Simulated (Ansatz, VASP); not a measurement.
**MgSc: VASP beside Ansatz**

Aim: how closely do two programs agree when they are given the same cell, functional and k mesh? The cell is taken from a series of runs on this material, whose earlier steps may have relaxed, scaled, displaced or heated it; both programs get it as it stands.

Program: Ansatz 0.2.0. Level of theory: plane waves, with VASP 6.6.1 beside it; relaxation of cell and atoms at PBEsol and zone-centre phonons at PBEsol. Results are calculated unless marked as measured.

## Step 1: Starting point

It takes space group Pm-3m (No. 221, cubic). Conventional cell: a = 3.563 Å, b = 3.563 Å, c = 3.563 Å, α = 90.00°, β = 90.00°, γ = 90.00°. Mg has 8 Sc at 3.09 Å nearest. Nearest to Sc lie 8 Mg at 3.09 Å. Farther neighbours are not listed.

## Step 2: Ansatz: relaxation of cell and atoms, PBEsol

Ansatz runs on its default PAW (the set named soft_2) files.

The relaxed volume is the usual yardstick between codes: in a stiff, nearly cubic crystal its relative difference is about their pressure difference at one cell divided by the bulk modulus.

Input file input.yaml:

```yaml
crystal:
  lattice:
    - [3.5628400337, 0.0, 0.0]
    - [0.0, 3.5628400337, 0.0]
    - [0.0, 0.0, 3.5628400337]
  atoms:
    - { symbol: Mg, position: [0.0, 0.0, 0.0] }
    - { symbol: Sc, position: [0.5, 0.5, 0.5] }
kpoints:
  mp_grid: { grid: [12, 12, 12] }
hamiltonian:
  xc: pbesol
scf:
  occupations: { method: methfessel_paxton, width: 0.15 }
output:
  forces: true
  stress: true
  eigenvalues: true
relax:
  adjacent_minimum: "off"
  f_tol: 0.001
  max_steps: 60
  cell: { stress_tol: 0.01 }
```

Run with:

```sh
> ansatz run input.yaml --threads 4 --pin off --max-ram 7168MiB --backend cpu --events-out ev --progress --plain --runs-dir out
```

Numbers of over 12 decimals in the logs are rounded to 6 here.

The log of the run:

```text
Engine: ansatz 0.2.0, aarch64-unknown-linux-gnu
Pseudopotentials: kind: paw
Pseudopotential: Mg, paw, valence charge 10, recommended cutoff 420 eV (normal), Mg.paw.azcp
Pseudopotential: Sc, paw, valence charge 11, recommended cutoff 420 eV (normal), Sc.paw.azcp
Functional definition: PBEsol
  exchange = pbesol_x
  correlation = pbesol_c
Crystal: 2 atoms, lattice volume = 45.226 Å³
Basis set: ecut = 420 eV, 895 PW (Γ), exchange–correlation on 48×48×48 points (8 copies of the dense FFT grid, shifted against one another)
Bands: 15, of which v1, the nominal top of the filled ones, is band 11 counted from 1 (10 counted from 0)
Symmetry: 48 space group operations
Space group: Pm-3m (ITA 221), of the structure as read, at distance tolerance 3.6e-5 Å
k-points: 84 of 1728
Non-local potential: Mg, projectors of the file, l = 0: 3, l = 1: 2, l = 2: 1
Non-local potential: Sc, projectors of the file, l = 0: 3, l = 1: 2, l = 2: 3, l = 3: 1
PAW form: soft (Blöchl's): semilocal exchange-correlation on the pseudo side does not see the compensation charge
PAW frozen core: Mg, regenerated for the run's functional, and the local potential with it (the file was generated under x = pbe(κ = 0.804, μ = 0.219515), c = pbe(β = 0.066725))
PAW frozen core: Sc, regenerated for the run's functional, and the local potential with it (the file was generated under x = pbe(κ = 0.804, μ = 0.219515), c = pbe(β = 0.066725))
PAW one-centre angular grid: Mg, 110 points (default); XC on 64 Gauss nodes
PAW one-centre angular grid: Sc, 590 points (default); XC on 64 Gauss nodes
Initial density: superposition of atomic densities (neutral atoms: chi_scale 0, normalization atom), corrected by the library's trained network
Initial wavefunctions: pseudopotential atomic-orbital guess
Functional: x = pbesol(κ = 0.804, μ = 0.123457), c = pbesol(β = 0.046)
SCF iter   1: F=—  HF=-4023.486661 eV  |F-HF|=—  |Δ(HF+E_count)|=         —  Δρ=4.28e-3  dr2=9.03e-3  ethr=1.77e-3  ⟨swp⟩=4.9  Hψ=5499  notcnv=0
preconditioner: auto → none  [metal: Δε(μ)=0.039 eV  Ē_g=3.784 eV  σ=0.150 eV  W_gap=0.21  n_scr=6 (ndim 8)  ℏωp=12.3 eV  f_vac=0.000  D(μ)=2.68/eV (n_scr^D=26)  sad-step TF]
SCF iter   2: F=—  HF=-4023.483705 eV  |F-HF|=—  |Δ(HF+E_count)|=   2.96e-3  S|Δr|=    0.00e0  Δρ=2.59e-3  dr2=3.65e-3  ethr=4.30e-5  ⟨swp⟩=2.0  Hψ=2222  notcnv=0
SCF iter   3: F=—  HF=-4023.482682 eV  |F-HF|=—  |Δ(HF+E_count)|=   1.02e-3  S|Δr|=    0.00e0  Δρ=3.85e-4  dr2=3.75e-5  ethr=1.74e-5  ⟨swp⟩=2.9  Hψ=2214  notcnv=0
SCF iter   4: F=—  HF=-4023.482665 eV  |F-HF|=—  |Δ(HF+E_count)|=   1.68e-5  S|Δr|=    0.00e0  Δρ=1.38e-4  dr2=2.96e-6  ethr=1.78e-7  ⟨swp⟩=2.0  Hψ=2146  notcnv=0
SCF iter   5: F=—  HF=-4023.482661 eV  |F-HF|=—  |Δ(HF+E_count)|=   3.64e-6  S|Δr|=    0.00e0  Δρ=2.28e-5  dr2=3.18e-7  ethr=1.41e-8  ⟨swp⟩=2.0  Hψ=2114  notcnv=0
SCF iter   6: F=-4023.482661 eV  HF=-4023.482661 eV  |F-HF|=1.46e-8  |Δ(HF+E_count)|=   1.01e-7  S|Δr|=    0.00e0  Δρ=6.83e-6  dr2=9.69e-9  ethr=4.76e-10  ⟨swp⟩=5.0  Hψ=5218  notcnv=0
SCF 1 converged in 6 iterations: F = -4023.482661 eV  dr2 = 9.69e-9
  greatest PAW one-centre occupation: 1.000 electrons in one spin orbital (limit 2), on the Mg atom at site 0 (counted from 0), in its partial waves of l = 0
relax step   1: F+E_penalty+E_count = -4023.48266106 eV  Δ(F+E_penalty+E_count) = +0.000e0 eV  max|allowed force component| = 1.019e-28 eV/Å  Δτ_max = 0.0000 Å  P = +0.000 GPa  Ω = 45.226 Å³  (6 SCF iters, dr2 threshold 1.00e-7 eV, accepted)
Initial density: handed on by an earlier stage of this run
Initial wavefunctions: pseudopotential atomic-orbital guess (no wavefunctions were taken with the density)
iter 1 solved again at ethr=5.60e-8 eV; its pass at ethr=3.10e-3 eV (dr2=1.18e-5 eV) is discarded
SCF iter   1: F=—  HF=-4023.482654 eV  |F-HF|=—  |Δ(HF+E_count)|=         —  Δρ=6.83e-6  dr2=1.19e-8  ethr=5.60e-8  ⟨swp⟩=3.1  Hψ=9509  notcnv=0
preconditioner: auto → none  [metal: Δε(μ)=0.011 eV  Ē_g=3.727 eV  σ=0.150 eV  W_gap=0.06  n_scr=6 (ndim 8)  ℏωp=12.3 eV  f_vac=0.000  D(μ)=2.76/eV (n_scr^D=26)]
SCF iter   2: F=—  HF=-4023.482661 eV  |F-HF|=—  |Δ(HF+E_count)|=   6.64e-6  S|Δr|=    0.00e0  Δρ=2.22e-6  dr2=8.14e-10  ethr=5.68e-11  ⟨swp⟩=3.0  Hψ=2382  notcnv=0
SCF iter   3: F=—  HF=-4023.482661 eV  |F-HF|=—  |Δ(HF+E_count)|=  5.51e-10  S|Δr|=    0.00e0  Δρ=3.21e-7  dr2=5.91e-11  ethr=3.88e-12  ⟨swp⟩=2.1  Hψ=2044  notcnv=0
SCF iter   4: F=—  HF=-4023.482661 eV  |F-HF|=—  |Δ(HF+E_count)|=  9.09e-12  S|Δr|=    0.00e0  Δρ=1.32e-7  dr2=5.14e-12  ethr=2.81e-13 (applied; sched 1.00e-12)  ⟨swp⟩=2.2  Hψ=1856  notcnv=0
SCF iter   5: F=-4023.482661 eV  HF=-4023.482661 eV  |F-HF|=9.09e-13  |Δ(HF+E_count)|=  9.09e-13  S|Δr|=    0.00e0  Δρ=2.63e-8  dr2=2.80e-13  ethr=1.00e-12  ⟨swp⟩=4.4  Hψ=4175  notcnv=0
SCF 2 converged in 5 iterations: F = -4023.482661 eV  dr2 = 2.80e-13
relax step   2: F+E_penalty+E_count = -4023.48266107 eV  Δ(F+E_penalty+E_count) = -6.100e-9 eV  max|allowed force component| = 3.336e-28 eV/Å  Δτ_max = 0.0000 Å  P = -0.000 GPa  Ω = 45.226 Å³  stress off target by 1.98e-5 GPa  SCF on the basis re-selected at this cell (its energy is not comparable with the rows above)  (5 SCF iters)
basis re-selected at this cell: Δ(F+E_penalty+E_count) = -6.100e-9 eV, ΔP = -0.000 GPa vs the last step (what re-selecting the basis moved, of the pressure what is left beyond the Pulay correction that the steps carried, after the strain that the cell walked since its last selection, with what the two solves' SCF thresholds leave and, on support functions, any second-order correction that the steps lacked; it is no m [...]
SCF converged after 5 iterations
Stability not checked: this state was not tested for a lower state beside it, because cold or Methfessel-Paxton smearing, or corrected tetrahedra, fill the levels in a way that the test cannot read (fill_not_monotonic; see scf.lower_state_search)
Free energy (F): -4023.482661 eV
Harris-Foulkes:  -4023.482661 eV  (|F-HF|=9.09e-13)
Internal energy: -4023.480587 eV  (E = F + TS)
E sigma→0 (E₀):  -4023.482143 eV
Entropy (-TS):   -0.002074 eV (-1.037 meV/atom)
Fermi energy:    7.756360 eV
--- Per-component energies (eV) ---
  E_band       = -512.802533
  E_kinetic    = 335.217938
  E_local      = -2421.196868  (includes V_loc(G=0)·N_el)
  E_nonlocal   = 180.495300
  E_hartree    = 849.591948
  E_xc         = -131.407905
  E_vxc        = -164.921707  (∫ρ·V_xc dr)
  E_paw        = -1212.711410  (= ΣΔE_a)
  E_vpaw       = -141.581101  (= ΣTr[D̂ρ^β])
  E_aug_tail   = 0.000011  (compensation charges beyond the density's cutoff)
  E_ewald      = -1623.657489
  E_core_change = 0.187887  (= ΣΔE_core)
  E_smearing   = -0.002074  (= −TS)
  E_closure    = 0.000000  (closes the sum)
  Σ components = -4023.482661   (vs F -4023.482661, Δ=0.00e0)
--- Forces (eV/Å), atoms counted from 1 ---
  atom   1  Mg     0.00000000    -0.00000000     0.00000000
  atom   2  Sc    -0.00000000    -0.00000000    -0.00000000
  max |Σ_I F_I| component: 6.62e-28 eV/Å
--- Stress (GPa, compression-positive) ---
       -0.000020      -0.000000       0.000000
       -0.000000      -0.000020       0.000000
        0.000000       0.000000      -0.000020
  P = ⅓ Tr σ = -0.0000 GPa (-0.000 kbar)
--- Band table (eV; the first three rows and the last of 84) ---
  k-point 0: bands = [... 7 lower, -20.4285, 1.7363, 7.6301, 7.6301, 10.2297, 10.2297, 10.2297, 13.0738]
  k-point 1: bands = [... 7 lower, -20.4280, 1.8268, 7.6031, 7.6660, 10.1143, 10.1143, 10.2387, 12.6206]
  k-point 2: bands = [... 7 lower, -20.4266, 2.0951, 7.4652, 7.7677, 9.8463, 9.8463, 10.2635, 11.8272]
  k-point 83: bands = [... 7 lower, -20.5007, 6.7814, 6.7814, 6.7814, 10.7963, 10.7963, 10.7963, 10.9907]
--- Relaxed structure (1 steps of the walk, 1 accepted, 1 SCFs on fresh bases) ---
  F+E_penalty+E_count = -4023.48266107 eV   max|allowed force component| = 3.336e-28 eV/Å   (the final SCF, on the basis selected at the relaxed cell)
  cell:  # Å, volume = 45.2261 Å³
    - [3.5628400337, 0.0, 0.0]
    - [0.0, 3.5628400337, 0.0]
    - [0.0, 0.0, 3.5628400337]
  atoms:
    - { symbol: Mg, position: [0.0, 0.0, 0.0] }
    - { symbol: Sc, position: [0.500000, 0.500000, 0.500000] }
```

## Step 3: VASP: relaxation of cell and atoms, PBEsol

The same cell, functional, mesh and smearing now go to VASP, with its own data sets.

Lines of VASP's logs that name or quote its potential files are left out, and so is its time.

Input file INCAR:

```
SYSTEM = MgSc
PREC = Accurate
ENCUT = 600
EDIFF = 1E-07
NELM = 120
ISMEAR = 1
SIGMA = 0.15
LREAL = .FALSE.
ALGO = Normal
GGA = PS
NBANDS = 12
LASPH = .TRUE.
LORBIT = 11
LWAVE = .FALSE.
LCHARG = .FALSE.
ISIF = 3
IBRION = 2
NSW = 80
EDIFFG = -0.005
GGA_COMPAT = .FALSE.
NELMIN = 4
KPAR = 2
```

Input file POSCAR:

```
MgSc
1.0
    3.5628400000      0.0000000000      0.0000000000
    0.0000000000      3.5628400000      0.0000000000
    0.0000000000      0.0000000000      3.5628400000
Mg Sc
1 1
Direct
    0.0000000000      0.0000000000      0.0000000000
    0.5000000000      0.5000000000      0.5000000000
```

Input file KPOINTS:

```
Automatic mesh
0
Gamma
12 12 12
0 0 0
```

PAW data sets: Mg and Sc_sv (PBE family, release 64).

Run with:

```sh
> mpirun -np 2 vasp_std
```

The log of the run:

```text
[banner, memory and clock lines left out]
running    2 mpi-ranks, on    1 nodes
 distrk:  each k-point on    1 cores,    2 groups
 distr:  one band on    1 cores,    1 groups

 POSCAR found type information on POSCAR MgSc
 POSCAR found :  2 types and       2 ions
|                                                                             |
|               ----> ADVICE to this user running VASP <----                  |
|                                                                             |
|     You enforced a specific xc type in the INCAR file but a different       |
|     [... a line on the potential file left out ...]
|     I HOPE YOU KNOW WHAT YOU ARE DOING!                                     |
|                                                                             |

 LDA part: xc-table for (Slater+PW92), standard interpolation
 POSCAR, INCAR and KPOINTS ok, starting setup
 FFT: planning ... GRIDC
 FFT: planning ... GRID_SOFT
 FFT: planning ... GRID
 WAVECAR not read
 entering main loop
       N       E                     dE             d eps       ncg     rms          rms(c)
DAV:   1     0.148287667623E+03    0.14829E+03   -0.67925E+03  2056   0.108E+03
DAV:   2    -0.597711104168E+01   -0.15426E+03   -0.15120E+03  2112   0.351E+02
DAV:   3    -0.953319066259E+01   -0.35561E+01   -0.34717E+01  3164   0.738E+01
DAV:   4    -0.958604417070E+01   -0.52854E-01   -0.52465E-01  2940   0.681E+00
DAV:   5    -0.958661641905E+01   -0.57225E-03   -0.57218E-03  2764   0.643E-01    0.572E+00
DAV:   6    -0.844366122770E+01    0.11430E+01   -0.28476E+00  3220   0.212E+01    0.124E+00
DAV:   7    -0.840351062529E+01    0.40151E-01   -0.14015E-01  3352   0.368E+00    0.653E-01
DAV:   8    -0.839518410167E+01    0.83265E-02   -0.32060E-02  3136   0.259E+00    0.307E-01
DAV:   9    -0.839297233459E+01    0.22118E-02   -0.13886E-02  3172   0.162E+00    0.868E-02
DAV:  10    -0.839274550775E+01    0.22683E-03   -0.19495E-03  3180   0.509E-01    0.430E-02
DAV:  11    -0.839268431852E+01    0.61189E-04   -0.22935E-04  3216   0.205E-01    0.586E-03
DAV:  12    -0.839268433771E+01   -0.19197E-07   -0.30403E-06  2520   0.136E-02    0.126E-03
DAV:  13    -0.839268419411E+01    0.14361E-06   -0.25080E-07  3232   0.537E-03    0.347E-04
DAV:  14    -0.839268421125E+01   -0.17143E-07   -0.46222E-09  1328   0.109E-03
   1 F= -.83926842E+01 E0= -.83919963E+01  d E =-.839268E+01
 curvature:   0.00 expect dE= 0.000E+00 dE for cont linesearch  0.000E+00
 trial: gam= 0.00000 g(F)=  0.000E+00 g(S)=  0.263E-04 ort = 0.000E+00 (trialstep = 0.100E+01)
 search vector abs. value=  0.263E-04
 bond charge predicted
       N       E                     dE             d eps       ncg     rms          rms(c)
DAV:   1    -0.839295982617E+01   -0.27563E-03   -0.57897E-03  2956   0.116E+00    0.109E-01
DAV:   2    -0.839270623468E+01    0.25359E-03   -0.92657E-04  3092   0.439E-01    0.214E-02
DAV:   3    -0.839269893204E+01    0.73026E-05   -0.15936E-05  2524   0.312E-02    0.127E-02
DAV:   4    -0.839269541081E+01    0.35212E-05   -0.84454E-06  2300   0.226E-02    0.155E-03
DAV:   5    -0.839269526687E+01    0.14394E-06   -0.37360E-07  3108   0.926E-03    0.114E-03
DAV:   6    -0.839269516895E+01    0.97917E-07   -0.31467E-08  1196   0.287E-03
   2 F= -.83926952E+01 E0= -.83920063E+01  d E =-.109577E-04
 trial-energy change:   -0.000011  1 .order   -0.000012   -0.000026    0.000003
 step:   0.8868(harm=  0.9030)  dis= 0.00000  next Energy=    -8.392695 (dE=-0.111E-04)
 reached required accuracy - stopping structural energy minimisation
```

OUTCAR, selected parts (step 3):

```text
ion  position               nearest neighbor table
   1  0.000  0.000  0.000-   2 3.09   2 3.09   2 3.09   2 3.09   2 3.09   2 3.09   2 3.09   2 3.09

  LATTYP: Found a simple cubic cell.
 ALAT       =     3.5628400000

 Subroutine GETGRP returns: Found 48 space group operations
 (whereof 48 operations were pure point group operations)

The static configuration has the point symmetry O_h .

 Found     84 irreducible k-points:

   k-points           NKPTS =     84   k-points in BZ     NKDIM =     84   number of bands    NBANDS=     12

   dimension x,y,z NGX =    28 NGY =   28 NGZ =   28
   dimension x,y,z NGXF=    56 NGYF=   56 NGZF=   56

   ENCUT  =  600.0 eV  44.10 Ry    6.64 a.u.   7.12  7.12  7.12*2*pi/ulx,y,z

   NELECT =      13.0000    total number of electrons

 k-points in reciprocal lattice and weights: Automatic mesh
   0.00000000  0.00000000  0.00000000       0.001
   0.08333333  0.00000000  0.00000000       0.003
   0.16666667  0.00000000  0.00000000       0.003
   0.25000000  0.00000000  0.00000000       0.003
   0.33333333  0.00000000  0.00000000       0.003
   0.41666667  0.00000000  0.00000000       0.003
   0.50000000  0.00000000  0.00000000       0.002
   0.08333333  0.08333333  0.00000000       0.007
   0.16666667  0.08333333  0.00000000       0.014
[...]
0.50000000  0.50000000  0.41666667       0.003
   0.50000000  0.50000000  0.50000000       0.001

 average (electrostatic) potential at core
       1 -37.2478       2 -47.8592

 E-fermi :   3.1788

 k-point     1 :       0.0000    0.0000    0.0000
  band No.  band energies     occupation
    ...
      3     -25.0078      2.00000
      4     -25.0078      2.00000
      5      -2.8397      2.00000
      6       3.0525      2.00005
      7       3.0525      2.00005
      8       5.6469     -0.00000
      9       5.6469     -0.00000
     10       5.6469     -0.00000
     11       8.5049      0.00000
     12       8.5049      0.00000

 k-point     2 :       0.0833    0.0000    0.0000
  band No.  band energies     occupation
    ...
      3     -25.0073      2.00000
      4     -25.0073      2.00000
      5      -2.7492      2.00000
      6       3.0255      2.05452
      7       3.0884      1.84208
      8       5.5322     -0.00000
      9       5.5322     -0.00000
     10       5.6559     -0.00000
     11       8.0490      0.00000
     12       8.6874      0.00000

 k-point     3 :       0.1667    0.0000    0.0000
  band No.  band energies     occupation
    ...
      3     -25.0059      2.00000
      4     -25.0059      2.00000
      5      -2.4810      2.00000
      6       2.8877      2.01928
      7       3.1901      0.87195
      8       5.2654     -0.00000
      9       5.2654     -0.00000
     10       5.6808     -0.00000
     11       7.2522      0.00000
     12       9.1596      0.00000

  Total       -0.0020488     -0.0020488     -0.0020488     -0.0000000     -0.0000000      0.0000000
  in kB       -0.0724798     -0.0724798     -0.0724798     -0.0000000     -0.0000000      0.0000000
  external PRESSURE =      -0.0724798 kB  Pullay stress =       0.0000000 kB

  energy-cutoff  :      600.00
  volume of cell :       45.29
      direct lattice vectors                 reciprocal lattice vectors
     3.564478535  0.000000000 -0.000000000     0.280545945  0.000000000 -0.000000000
    -0.000000000  3.564478535 -0.000000000    -0.000000000  0.280545945 -0.000000000
     0.000000000  0.000000000  3.564478535     0.000000000  0.000000000  0.280545945

 POSITION                                       TOTAL-FORCE (eV/Angst)
 -----------------------------------------------------------------------------------
      0.00000      0.00000      0.00000         0.000000     -0.000000      0.000000
      1.78224      1.78224      1.78224        -0.000000      0.000000      0.000000
 -----------------------------------------------------------------------------------
    total drift:                                0.000000      0.000000      0.000000

  FREE ENERGIE OF THE ION-ELECTRON SYSTEM (eV)
  ---------------------------------------------------
  free  energy   TOTEN  =        -8.3926951690 eV

  energy  without entropy=       -8.3906284173  energy(sigma->0) =       -8.39200625

 reached required accuracy - stopping structural energy minimisation

 total charge
# of ion       s       p       d       tot
------------------------------------------
    1        0.226   0.158   0.013   0.397
    2        2.232   6.108   0.990   9.329
--------------------------------------------------
tot          2.458   6.266   1.003   9.726

[... 3 further parts left out ...]
```

## Step 4: Comparison

Known differences besides the potentials themselves: the data sets hold 21 valence electrons in Ansatz (on its default PAW (the set named soft_2) files) and 13 in VASP; the cutoff is 420 eV in Ansatz and 600 eV in VASP; Ansatz makes its cores anew for this functional, VASP keeps those of its PBE data sets; Ansatz adds a Pulay correction to the stress that steers its cell, VASP none. Total energies have different zeros and are not compared.

Compared:

```csv
quantity,Ansatz,VASP,difference
volume (Å³),45.23,45.29,-0.14 %
"edge a after relaxation, in the typed setting (Å)",3.563,3.564,-0.05 %
```

[end of part 1 of 2]

[Lines on the potential files, build, host, timing and source positions are cut from VASP's logs without a mark.]

[Logs are printed without paths, hosts, clocks, repeated set-up lines and the standing remarks that a program may print on its own settings, such as how far it seeks lower states.]

[Hosts, paths, dates, database ids (printed as entryN), source tags and the programs' standing remarks are cut or masked in the printed files.]
